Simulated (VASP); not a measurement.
These are PBEsol GGA, VASP's PBE PAW potentials (set 64) (plane waves; VASP) values and carry that method's errors.

VASP input:

### KPOINTS
```
k-points along high-symmetry lines
10
Line-mode
Reciprocal
  0.000000   0.000000   0.000000 ! GAMMA
  0.500000   0.000000   0.000000 ! M

  0.500000   0.000000   0.000000 ! M
  0.333333   0.333333   0.000000 ! K

  0.333333   0.333333   0.000000 ! K
  0.000000   0.000000   0.000000 ! GAMMA

  0.000000   0.000000   0.000000 ! GAMMA
  0.000000   0.000000   0.500000 ! A

  0.000000   0.000000   0.500000 ! A
  0.500000   0.000000   0.500000 ! L

  0.500000   0.000000   0.500000 ! L
  0.333333   0.333333   0.500000 ! H

  0.333333   0.333333   0.500000 ! H
  0.000000   0.000000   0.500000 ! A

  0.500000   0.000000   0.500000 ! L
  0.500000   0.000000   0.000000 ! M

  0.333333   0.333333   0.500000 ! H
  0.333333   0.333333   0.000000 ! K
```

**POSCAR**
```
SiO2
1
    4.9461271313     0.0000000000    -0.0000000000
   -2.4730635656     4.2834718893    -0.0000000000
   -0.0000000000    -0.0000000000     5.4480511947
Si O
3 6
Direct
  1.0000000000   0.4695935773   0.3333330000
  0.5304064227   0.5304064227   0.0000000000
  0.4695935773   0.0000000000   0.6666670000
  0.1444105950   0.7318239025   0.5485007754
  0.2681760975   0.4125866924   0.2151677754
  0.5874133076   0.8555894050   0.8818337754
  0.7318239025   0.1444105950   0.4514992246
  0.4125866924   0.2681760975   0.7848322246
  0.8555894050   0.5874133076   0.1181662246
```

INCAR:
```
ALGO = Normal
EDIFF = 1E-7
ENCUT = 520
GGA = PS
ICHARG = 11
ISMEAR = 0
LASPH = T
LCHARG = F
LORBIT = 11
LREAL = F
LWAVE = F
NELM = 100
PREC = Accurate
SIGMA = 0.05
SYSTEM = SiO2
```

POTCAR, in this order: Si O (PBE.64 set). Program: vasp_std. Read from the step before: CHGCAR.

Output

**OSZICAR**
```
       N       E                     dE             d eps       ncg     rms          rms(c)
DAV:   1     0.292239217121E+03    0.29224E+03   -0.24989E+04  5220   0.152E+03
DAV:   2    -0.547794173105E+02   -0.34702E+03   -0.33702E+03  7017   0.321E+02
DAV:   3    -0.736919579985E+02   -0.18913E+02   -0.18831E+02  6105   0.849E+01
DAV:   4    -0.739792375812E+02   -0.28728E+00   -0.28661E+00  6376   0.111E+01
DAV:   5    -0.739849315209E+02   -0.56939E-02   -0.56915E-02  5935   0.150E+00
DAV:   6    -0.739851407251E+02   -0.20920E-03   -0.20917E-03  6656   0.247E-01
DAV:   7    -0.739851449057E+02   -0.41806E-05   -0.41804E-05  5958   0.347E-02
DAV:   8    -0.739851450994E+02   -0.19368E-06   -0.19369E-06  5640   0.591E-03
DAV:   9    -0.739851451092E+02   -0.98107E-08   -0.98346E-08  3928   0.126E-03
   1 F= -.73985145E+02 E0= -.73985145E+02  d E =-.151022E-17
```

OUTCAR:
```
 val. band max:        0.8615987599   @ k =   0.3333   0.3333   0.0000

 cond. band min:       6.5686853075   @ k =   0.0000   0.0000   0.0000



 k-point     1 :       0.0000    0.0000    0.0000
  band No.  band energies     occupation
      1     -18.3976      2.00000
      2     -16.8915      2.00000
      3     -16.8915      2.00000
      4     -16.2475      2.00000
      5     -16.2255      2.00000
      6     -16.2255      2.00000
      7      -7.3450      2.00000
      8      -7.3450      2.00000
      9      -4.5221      2.00000
     10      -4.5147      2.00000
     11      -4.3220      2.00000
     12      -4.3220      2.00000
     13      -2.0408      2.00000
     14      -2.0408      2.00000
     15      -1.8039      2.00000
     16      -1.5653      2.00000
     17      -0.5977      2.00000
     18      -0.5977      2.00000
     19      -0.5764      2.00000
     20      -0.1361      2.00000
     21      -0.1360      2.00000
     22       0.1665      2.00000
     23       0.5518      2.00000
     24       0.5518      2.00000
     25       6.5687      0.00000
     26       9.8888      0.00000
     27       9.8888      0.00000
     28      10.3544      0.00000
     29      10.3544      0.00000

 k-point     2 :       0.0556    0.0000    0.0000
  band No.  band energies     occupation
      1     -18.3886      2.00000
      2     -16.9014      2.00000
      3     -16.8902      2.00000
      4     -16.2522      2.00000
      5     -16.2277      2.00000
      6     -16.2246      2.00000
      7      -7.3497      2.00000
      8      -7.3240      2.00000
      9      -4.5280      2.00000
     10      -4.5130      2.00000
     11      -4.3380      2.00000
     12      -4.3021      2.00000
     13      -2.0632      2.00000
     14      -2.0342      2.00000
     15      -1.8002      2.00000
     16      -1.5375      2.00000
     17      -0.6316      2.00000
     18      -0.6008      2.00000
     19      -0.5786      2.00000
     20      -0.1446      2.00000
...
```

The density is held fixed in this step, so its total energy and stress have no physical meaning.

The structure comes from a computed database's SiO2 entry (P3_221); how it stands against other phases isn't given here. It was relaxed first.
